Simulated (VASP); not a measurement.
CdZn3Te4 (ordered alloy cell): computed properties

Calculation: PBEsol GGA, VASP's PBE PAW potentials (set 64) (plane waves; VASP 6.6.1).

```json
{
 "space_group": "R3m (160)",
 "cell": "a = b = 4.356 Å, c = 42.873 Å, α = β = 90.00°, γ = 120.00°",
 "volume_per_atom": "29.35 Å^3/atom",
 "band gap (over mesh and band path)": "0.88 eV",
 "smallest direct gap (over mesh and band path)": "0.88 eV",
 "band_edge_character": "direct, Γ to Γ",
 "density": "5.79 g/cm³"
}
```

Space group R3m, hexagonal axes (No. 160); a = 4.356 Å, b = 4.356 Å, c = 42.873 Å, α = 90.00°, β = 90.00°, γ = 120.00°

```tsv
atom	site	symmetry	x	y	z
Zn	3a	3m	0.0000	0.0000	0.9971
Zn	3a	3m	0.0000	0.0000	0.2499
Zn	3a	3m	0.0000	0.0000	0.5024
Te	3a	3m	0.0000	0.0000	0.3111
Te	3a	3m	0.0000	0.0000	0.5637
Te	3a	3m	0.0000	0.0000	0.8163
Te	3a	3m	0.0000	0.0000	0.0583
Cd	3a	3m	0.0000	0.0000	0.7512
```
(The calculation used a cell of 8 atoms; values per cell refer to that cell.)

Unless said otherwise, spin-orbit coupling is left out, though it shifts the bands of the heavy elements here.

The structure was generated: CdZn3Te4 was put into an ordered model structure (R3m), which need not be its known phase. It was relaxed first. Symmetry was kept, so distortions that lower it aren't found.
